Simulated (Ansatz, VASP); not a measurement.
**Cross-check of InP between VASP and Ansatz**

Wanted: the spread between two codes on one cell, functional and k mesh. The cell is taken from a series of runs on this material, whose earlier steps may have relaxed, scaled, displaced or heated it; both programs get it as it stands.

Program: Ansatz 0.2.0. Level of theory: plane waves, with VASP 6.6.1 beside it; zone-centre phonons at PBE. Results are calculated unless marked as measured.

In doubt: the program warns that the response may not be converged on this k-mesh, which bears on the force constants and all frequencies.

**1. The starting structure**

It takes space group F-43m (No. 216, cubic). The conventional cell has a = 5.879 Å, b = 5.879 Å, c = 5.879 Å, α = 90.00°, β = 90.00°, γ = 90.00°. P has 4 In at 2.55 Å nearest. Nearest to In lie 4 P at 2.55 Å. Farther neighbours are not listed.

**2. Ansatz: zone-centre phonons, PBE**

Ansatz runs on its PAW soft_1 files.

Second derivatives magnify differences that forces hide, and they need a tight electronic threshold.

File input.yaml:

```yaml
crystal:
  lattice:
    - [0.0, 2.9395865296, 2.9395865296]
    - [2.9395865296, 0.0, 2.9395865296]
    - [2.9395865296, 2.9395865296, 0.0]
  atoms:
    - { symbol: P, position: [0.75, 0.75, 0.75] }
    - { symbol: In, position: [0.0, 0.0, 0.0] }
kpoints:
  mp_grid: { grid: [20, 20, 20] }
hamiltonian:
  xc: pbe
  pseudopotentials: { kind: paw, azcp: { folder: soft_1 } }
scf:
  occupations: { method: fixed }
output:
  eigenvalues: true
phonons:
  method: dfpt
  dielectric: true
  rigid_motions: translations
```

On the command line:

```console
$ ansatz run input.yaml --threads 4 --pin off --max-ram 10240MiB --backend cpu --events-out ev --progress --plain --runs-dir out
```

Numbers of over 12 decimals in the logs are rounded to 6 here.

The log of the run:

```text
Engine: ansatz 0.2.0, aarch64-unknown-linux-gnu
Pseudopotentials: kind: paw
Pseudopotential: P, paw, valence charge 5, recommended cutoff 420 eV (normal), soft_1/P.paw.azcp
Pseudopotential: In, paw, valence charge 13, recommended cutoff 420 eV (normal), soft_1/In.paw.azcp
Functional definition: PBE
  parameter kappa = 0.804
  parameter beta = 0.066725
  exchange = pbe_x(kappa = kappa, mu = beta*pi^2/3)
  correlation = pbe_c(beta = beta)
Crystal: 2 atoms, lattice volume = 50.803 Å³
Basis set: ecut = 420 eV, 965 PW (Γ), exchange–correlation on 60×60×60 points (8 copies of the dense FFT grid, shifted against one another)
Bands: 13, of which v1, the nominal top of the filled ones, is band 9 counted from 1 (8 counted from 0)
Symmetry: 24 space group operations
k-points: 1166 of 8000 (irreducible under 4 space group operations, time reversal used)
Non-local potential: P, projectors of the file, l = 0: 2, l = 1: 2, l = 2: 1
Non-local potential: In, projectors of the file, l = 0: 2, l = 1: 2, l = 2: 2, l = 3: 1
PAW form: soft (Blöchl's): semilocal exchange-correlation on the pseudo side does not see the compensation charge
PAW one-centre angular grid: P, 110 points (default); XC on 64 Gauss nodes
PAW one-centre angular grid: In, 590 points (default); XC on 64 Gauss nodes
Initial density: superposition of atomic densities (chi_scale 0.1, normalization cell, long waves kept (reshape's long-wave potential 0.00 eV rms))
Initial wavefunctions: pseudopotential atomic-orbital guess
Functional: x = pbe(κ = 0.804, μ = 0.219515), c = pbe(β = 0.066725)
SCF iter   1: F=—  HF=-6354.282305 eV  |F-HF|=—  |Δ(HF+E_count)|=         —  Δρ=3.44e-2  dr2=8.68e-1  ethr=3.10e-3  ⟨swp⟩=5.0  Hψ=81912  notcnv=0  defer=2209
preconditioner: auto → none  [insulator: Δε(μ)=0.944 eV  Ē_g=14.459 eV  n_scr=14 (ndim 8)  ℏωp=22.1 eV  f_vac=0.000  ε∞_Penn≈3.3]
SCF iter   2: F=—  HF=-6354.068447 eV  |F-HF|=—  |Δ(HF+E_count)|=   2.14e-1  Δρ=1.58e-2  dr2=9.01e-2  ethr=3.10e-3  ⟨swp⟩=3.3  Hψ=33102  notcnv=0  defer=2224
SCF iter   3: F=—  HF=-6354.059766 eV  |F-HF|=—  |Δ(HF+E_count)|=   8.68e-3  Δρ=6.27e-3  dr2=1.45e-2  ethr=5.00e-4  ⟨swp⟩=2.5  Hψ=23787  notcnv=0  defer=2296
SCF iter   4: F=—  HF=-6354.059957 eV  |F-HF|=—  |Δ(HF+E_count)|=   1.90e-4  Δρ=1.02e-3  dr2=3.63e-4  ethr=8.07e-5  ⟨swp⟩=3.7  Hψ=29004  notcnv=0  defer=2317
SCF iter   5: F=—  HF=-6354.059878 eV  |F-HF|=—  |Δ(HF+E_count)|=   7.92e-5  Δρ=2.33e-4  dr2=1.28e-5  ethr=2.02e-6  ⟨swp⟩=2.0  Hψ=28000  notcnv=0  defer=2316
SCF iter   6: F=—  HF=-6354.059891 eV  |F-HF|=—  |Δ(HF+E_count)|=   1.30e-5  Δρ=2.67e-5  dr2=2.71e-7  ethr=7.12e-8  ⟨swp⟩=2.8  Hψ=24482  notcnv=0  defer=1845
SCF iter   7: F=—  HF=-6354.059891 eV  |F-HF|=—  |Δ(HF+E_count)|=   7.81e-8  Δρ=3.14e-6  dr2=5.59e-9  ethr=1.51e-9  ⟨swp⟩=2.0  Hψ=25652  notcnv=0  defer=380
SCF iter   8: F=-6354.059891 eV  HF=-6354.059891 eV  |F-HF|=2.18e-11  |Δ(HF+E_count)|=   1.78e-9  Δρ=3.83e-7  dr2=6.38e-11  ethr=1.00e-12  ⟨swp⟩=9.4  Hψ=122929  notcnv=0
SCF 1 converged in 8 iterations: F = -6354.059891 eV  dr2 = 6.38e-11
  greatest PAW one-centre occupation: 0.981 electrons in one spin orbital (limit 2), on the In atom at site 1 (counted from 0), in its partial waves of l = 2
NSCF: frozen V_eff on 1 k-points
DFPT response loops at Γ: preconditioner auto → none (the input reference at scf.mixing.eps_inf says where Resta's filter doesn't serve); β = 0.50; Broyden in place of MSR1
── the response to a field inside a basis, on 22×22×22 k-points: an SCF that follows is theirs, and a resumed run solves both again ──
Bands: 10, of which v1, the nominal top of the filled ones, is band 9 counted from 1 (8 counted from 0)
k-points: 1012
Initial density: handed on by an earlier stage of this run
Initial wavefunctions: pseudopotential atomic-orbital guess (no wavefunctions were taken with the density)
Eigensolver: Dense (1012 Hₖ)
SCF iter   1: F=—  HF=-6354.057496 eV  |F-HF|=—  |Δ(HF+E_count)|=         —  Δρ=1.21e-4  dr2=1.22e-6  ethr=1.00e-1
preconditioner: auto → none  [insulator: Δε(μ)=0.708 eV  Ē_g=12.560 eV  n_scr=14 (ndim 8)  ℏωp=22.1 eV  f_vac=0.015  ε∞_Penn≈4.1]
SCF iter   2: F=—  HF=-6354.057497 eV  |F-HF|=—  |Δ(HF+E_count)|=   1.25e-6  Δρ=5.94e-5  dr2=3.71e-7  ethr=6.76e-9
SCF iter   3: F=-6354.057498 eV  HF=-6354.057498 eV  |F-HF|=3.01e-8  |Δ(HF+E_count)|=   6.38e-7  Δρ=1.20e-5  dr2=4.80e-8  ethr=2.06e-9
SCF 1 converged in 3 iterations: F = -6354.057498 eV  dr2 = 4.80e-8
DFPT response loops at Γ: mixed as the last ones told, above
WARN: field response: ε∞ stands inside a basis, on 22×22×22 points; the force constants stand on the 20×20×20 k-mesh, whose period is 11.93 times the interband length at k = (0.0000, 0.0000, 0.0000), direct gap 0.664 eV, under 14: take them and everything formed from them as unconverged, and compare with a denser kpoints.mp_grid
SCF converged after 8 iterations
Free energy (F): -6354.059891 eV
Harris-Foulkes:  -6354.059891 eV  (|F-HF|=2.18e-11)
Internal energy: -6354.059891 eV  (E = F + TS)
E sigma→0 (E₀):  -6354.059891 eV
Fermi energy:    6.910951 eV
--- Per-component energies (eV) ---
  E_band       = -53.187639
  E_kinetic    = 287.536572
  E_local      = -1336.689246  (includes V_loc(G=0)·N_el)
  E_nonlocal   = 359.639249
  E_hartree    = 536.261330
  E_xc         = -215.406269
  E_vxc        = -149.898439  (∫ρ·V_xc dr)
  E_paw        = -4768.466706  (= ΣΔE_a)
  E_vpaw       = -286.298530  (= ΣTr[D̂ρ^β])
  E_aug_tail   = 0.000146  (compensation charges beyond the density's cutoff)
  E_ewald      = -1216.934966
  E_smearing   = -0.000000  (= −TS)
  E_closure    = 0.000000  (closes the sum)
  Σ components = -6354.059891   (vs F -6354.059891, Δ=0.00e0)
--- Band table (eV; the first three rows and the last of 1166) ---
  k-point 0: bands = [... 5 lower, -4.5422, 6.9110, 6.9110, 6.9110, 7.5746, 11.0015, 11.0015, 11.0015]
  k-point 1: bands = [... 5 lower, -4.5137, 6.4627, 6.8786, 6.8786, 7.9364, 11.0046, 11.0509, 11.0509]
  k-point 2: bands = [... 5 lower, -4.4290, 5.7492, 6.7890, 6.7890, 8.3733, 11.0641, 11.1859, 11.1859]
  k-point 1165: bands = [... 5 lower, -2.1300, 1.3530, 3.9991, 4.0433, 11.2014, 11.2537, 12.4586, 13.1168]
--- Phonons (Γ-DFPT): 2 representative perturbations + reference, on 1166 of 8000 k-points (Σ response iterations 6) ---
  k mesh reduced under 4 symmetry operations, with k and −k counted as one. Each operation leaves every solved perturbation unchanged. A smaller set is not considered because the run solves the response to a homogeneous field
  ASR residual: 7.713e-5 → 0.000e0 eV/Å²; symmetrization residual: 2.177e-6 eV/Å²
  ASR residual per site (eV/Å²): 7.71e-5 3.06e-5
  Γ frequencies (cm⁻¹): 0.00 0.00 0.00 299.81 299.81 299.81
  ε∞ (high-frequency dielectric tensor):
       11.057185    -0.000000     0.000000
       -0.000000    11.057185     0.000000
        0.000000     0.000000    11.057185
  ε⁰ (static dielectric tensor: ions relaxed, cell fixed):
       13.911751    -0.000000    -0.000000
       -0.000000    13.911751     0.000000
       -0.000000     0.000000    13.911751
  ε⁰ − ε∞ (ionic part):
        2.854565    -0.000000    -0.000000
       -0.000000     2.854565    -0.000000
       -0.000000    -0.000000     2.854565
  softest optical mode at Γ: 299.81 cm⁻¹; the repairs (sum rule, projections) moved no ω² at Γ by more than (0.89 cm⁻¹)²
  Born effective charges Z* (e; rows j = field, columns β = displacement):
    site 0:
        -2.54204    0.00000    0.00000
        -0.00000   -2.54204   -0.00000
         0.00000   -0.00000   -2.54204
    site 1:
         2.54204   -0.00000   -0.00000
         0.00000    2.54204    0.00000
        -0.00000    0.00000    2.54204
  Z* charge neutrality: 2.883e-4 e pre-enforcement
  solved inside a basis spanned on kpoints, on 22×22×22 k-points transformed towards the longest dipole: ε∞ is read to err by 3.4e-2, Z* by 1.4e-2 e (field_mesh: kpoints solves on kpoints); Z* is corrected for what the basis lacks
  optical modes at Γ without the LO–TO term, one row a degenerate level:
      ω (cm⁻¹)  modes    IR ((D/Å)²/amu)
        299.81      3            18.3349
  optical modes at Γ + LO–TO along q̂ = [1.0000, 0.0000, 0.0000]:
      ω (cm⁻¹)  modes    IR ((D/Å)²/amu)
        299.81      2            12.2233
        336.29      1             6.1116
  optical modes at Γ + LO–TO along q̂ = [0.0000, 1.0000, 0.0000]:
      ω (cm⁻¹)  modes    IR ((D/Å)²/amu)
        299.81      2            12.2233
        336.29      1             6.1116
  optical modes at Γ + LO–TO along q̂ = [0.0000, 0.0000, 1.0000]:
      ω (cm⁻¹)  modes    IR ((D/Å)²/amu)
        299.81      2            12.2233
        336.29      1             6.1116
```

[end of part 1 of 2]

[Lines on the potential files, build, host, timing and source positions are cut from VASP's logs without a mark.]

[Logs are printed without paths, hosts, clocks, repeated set-up lines and the standing remarks that a program may print on its own settings, such as how far it seeks lower states.]

[Hosts, paths, dates, database ids (printed as entryN), source tags and the programs' standing remarks are cut or masked in the printed files.]
